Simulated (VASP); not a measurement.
# What goes wrong when the gap of TePb is computed with a bad input, part 2 of 2

Aim: see how common mistakes in a band-structure run show up, on TePb. The starting structure is a measured crystal structure from the Crystallography Open Database. Cell and atoms stay as given unless a step says otherwise.

VASP 6.6.1.

Results so far: reference 0.636 eV; a cutoff far too low 0.722 eV.

## (5) Bands with a hybrid's name typed into the meta-GGA tag

Level of this step: the functional as typed; plane waves and PAW (Pb_d, Te) (VASP).

A slip made on purpose: a hybrid's name typed into the meta-GGA tag. Against step 2 the input has METAGGA = HSE06 and no GGA (also changed: NELM).

File INCAR:

```
SYSTEM = TePb
PREC = Accurate
ENCUT = 350
EDIFF = 1E-06
NELM = 60
ISMEAR = 0
SIGMA = 0.03
LREAL = .FALSE.
ALGO = Normal
NBANDS = 22
LORBIT = 11
LWAVE = .FALSE.
LCHARG = .FALSE.
KPAR = 4
METAGGA = HSE06
```

File POSCAR:

```
TePb
1.0
    0.0000000000      3.2310000000      3.2310000000
    3.2310000000      0.0000000000      3.2310000000
    3.2310000000      3.2310000000      0.0000000000
Pb Te
1 1
Direct
    0.0000000000      0.0000000000      0.0000000000
    0.5000000000      0.5000000000      0.5000000000
```

File KPOINTS:

```
Automatic mesh
0
Gamma
6 6 6
0 0 0
```

File KPOINTS_OPT:

```
Line mode
10
Line-mode
Reciprocal
  0.00000000   0.00000000   0.00000000 GAMMA
  0.50000000   0.00000000   0.50000000 X

  0.50000000   0.00000000   0.50000000 X
  0.50000000   0.25000000   0.75000000 W

  0.50000000   0.25000000   0.75000000 W
  0.37500000   0.37500000   0.75000000 K

  0.37500000   0.37500000   0.75000000 K
  0.00000000   0.00000000   0.00000000 GAMMA

  0.00000000   0.00000000   0.00000000 GAMMA
  0.50000000   0.50000000   0.50000000 L

  0.50000000   0.50000000   0.50000000 L
  0.62500000   0.25000000   0.62500000 U

  0.62500000   0.25000000   0.62500000 U
  0.50000000   0.25000000   0.75000000 W

  0.50000000   0.25000000   0.75000000 W
  0.50000000   0.50000000   0.50000000 L

  0.50000000   0.50000000   0.50000000 L
  0.37500000   0.37500000   0.75000000 K

  0.62500000   0.25000000   0.62500000 U
  0.50000000   0.00000000   0.50000000 X
```

Potentials, in the order of the species: Pb_d and Te (LDA family, release 64).

Launch:

```
mpirun -np 4 vasp_std
```

What it wrote:

```text
[banner, memory and clock lines left out]
[...]
|                                                                             |
|     EEEEEEE  RRRRRR   RRRRRR   OOOOOOO  RRRRRR      ###     ###     ###     |
|     E        R     R  R     R  O     O  R     R     ###     ###     ###     |
|     E        R     R  R     R  O     O  R     R     ###     ###     ###     |
|     EEEEE    RRRRRR   RRRRRR   O     O  RRRRRR       #       #       #      |
|     E        R   R    R   R    O     O  R   R                               |
|     E        R    R   R    R   O     O  R    R      ###     ###     ###     |
|     EEEEEEE  R     R  R     R  OOOOOOO  R     R     ###     ###     ###     |
|                                                                             |
|     Error: One of the selected functionals does not exist.                  |
|                                                                             |
|       ---->  I REFUSE TO CONTINUE WITH THIS SICK JOB ... BYE!!! <----       |
|                                                                             |

1
1
1
1

[... 1 part as in an earlier step ...]
```

The job ended after 3.8 s (4 MPI ranks of AMD EPYC 9R14 (Zen 4), shared host).

VASP stopped with this message: “Error: One of the selected functionals does not exist”.

## (6) Bands with a wide metal-type smearing

A slip made on purpose: a wide metal-type smearing. Against step 2 the input has ISMEAR = 1 and SIGMA = 1 (also changed: NELM).

File INCAR:

```
SYSTEM = TePb
PREC = Accurate
ENCUT = 350
EDIFF = 1E-06
NELM = 60
ISMEAR = 1
SIGMA = 1
LREAL = .FALSE.
ALGO = Normal
GGA = CA
NBANDS = 22
LORBIT = 11
LWAVE = .FALSE.
LCHARG = .FALSE.
KPAR = 4
```

POSCAR is that of step 5.

KPOINTS is that of step 5.

KPOINTS_OPT is that of step 5.

Launch:

```
mpirun -np 4 vasp_std
```

What it wrote:

```text
[... set-up lines as in an earlier step ...]
 entering main loop
       N       E                     dE             d eps       ncg     rms          rms(c)
DAV:   1     0.143085690290E+03    0.14309E+03   -0.70503E+03   718   0.645E+02
DAV:   2     0.122413738058E+01   -0.14186E+03   -0.13483E+03   766   0.214E+02
DAV:   3    -0.856645360889E+01   -0.97906E+01   -0.97347E+01   882   0.641E+01
DAV:   4    -0.882308284318E+01   -0.25663E+00   -0.25653E+00   864   0.113E+01
[...]
DAV:  10    -0.869380238707E+01    0.13171E-04   -0.96230E-05   876   0.572E-02    0.279E-02
DAV:  11    -0.869379823133E+01    0.41557E-05   -0.30963E-05   976   0.315E-02    0.102E-02
DAV:  12    -0.869379852195E+01   -0.29062E-06   -0.30169E-06   830   0.112E-02
   1 F= -.86937985E+01 E0= -.87583286E+01  d E =0.193590E+00
 Start KPOINTS_OPT (optional k-point list driver)
k-point batch [1-16\100]
       N       E                     dE             ncg
DAV:   1     0.673492589476E+03   -0.50997E+04      720
DAV:   2    -0.160094073499E+04   -0.22744E+04      778
DAV:   3    -0.175182722488E+04   -0.15089E+03      930
DAV:   4    -0.175549472870E+04   -0.36675E+01      854
DAV:   5    -0.175569759432E+04   -0.20287E+00     1018
DAV:   6    -0.175570673037E+04   -0.91360E-02      970
DAV:   7    -0.175570679438E+04   -0.64010E-04     1004
DAV:   8    -0.175570679525E+04   -0.87507E-06      702
[...]
k-point batch [97-100\100]
       N       E                     dE             ncg
DAV:   1     0.638363735062E+04   -0.17896E+04      176
DAV:   2     0.580671605372E+04   -0.57692E+03      182
DAV:   3     0.576702111643E+04   -0.39695E+02      234
DAV:   4     0.576606731533E+04   -0.95380E+00      214
DAV:   5     0.576602854799E+04   -0.38767E-01      254
DAV:   6     0.576602678583E+04   -0.17622E-02      238
DAV:   7     0.576602677663E+04   -0.92046E-05      248
DAV:   8     0.576602677650E+04   -0.12149E-06      182
```

Wall time 10 s (4 MPI ranks); peak memory 0.51 GiB; 38 s of CPU time.

Parts of OUTCAR (step 6):

```text
  Total       -0.9146506     -0.9146506     -0.9146506      0.0000000     -0.0000000      0.0000000
  in kB      -21.7232559    -21.7232559    -21.7232559      0.0000000     -0.0000000      0.0000000
  external PRESSURE =     -21.7232559 kB  Pullay stress =       0.0000000 kB

 POSITION                                       TOTAL-FORCE (eV/Angst)
 -----------------------------------------------------------------------------------
      0.00000      0.00000      0.00000         0.000000      0.000000      0.000000
      3.23100      3.23100      3.23100        -0.000000     -0.000000     -0.000000
 -----------------------------------------------------------------------------------
    total drift:                               -0.000000      0.000000      0.000000

  FREE ENERGIE OF THE ION-ELECTRON SYSTEM (eV)
  ---------------------------------------------------
  free  energy   TOTEN  =        -8.6937985219 eV

  energy  without entropy=       -8.8873887968  energy(sigma->0) =       -8.75832861

[... 2 parts as in an earlier step ...]

[... 1 further part left out ...]
[key lines of the parts left out:]
E-fermi :   5.8421
```

With a wide metal-type smearing the gap is 0.631 eV, -0.005 eV from the reference.

## (7) All runs side by side

| run | ended | gap (eV) | change (eV) | core minutes |
| --- | --- | --- | --- | --- |
| reference | converged | 0.636 | - | 0.68 |
| a cutoff far too low | converged | 0.722 | 0.086 | 0.173 |
| a fixed density without a density file | stopped by VASP | - | - | 0.32 |
| a hybrid's name typed into the meta-GGA tag | stopped by VASP | - | - | 0.253 |
| a wide metal-type smearing | converged | 0.631 | -0.005 | 0.693 |

Core minutes are wall time times ranks of the run shown, on a shared host.

## (8) Summary of results

- reference gap: 0.636 eV
- gap with a cutoff far too low: 0.722 eV
- gap with a wide metal-type smearing: 0.631 eV
- run with a fixed density without a density file: stopped by VASP
- run with a hybrid's name typed into the meta-GGA tag: stopped by VASP

**Reading.** VASP stopped by itself in the runs with a fixed density without a density file and a hybrid's name typed into the meta-GGA tag. Finished, but with signs in the output that stand out against the reference: a cutoff far too low, with the gap changed by +0.09 eV (signs: a stress of up to 897.7 GPa); a wide metal-type smearing, with the gap changed by -0.01 eV (signs: a large entropy term in the energy). Further runs on this material are not shown.

[Lines on the potential files, build, host, timing and source positions are cut from VASP's logs without a mark.]

[Logs are printed without paths, hosts, clocks, repeated set-up lines and the standing remarks that a program may print on its own settings, such as how far it seeks lower states.]

[Hosts, paths, dates, database ids (printed as entryN), source tags and the programs' standing remarks are cut or masked in the printed files.]
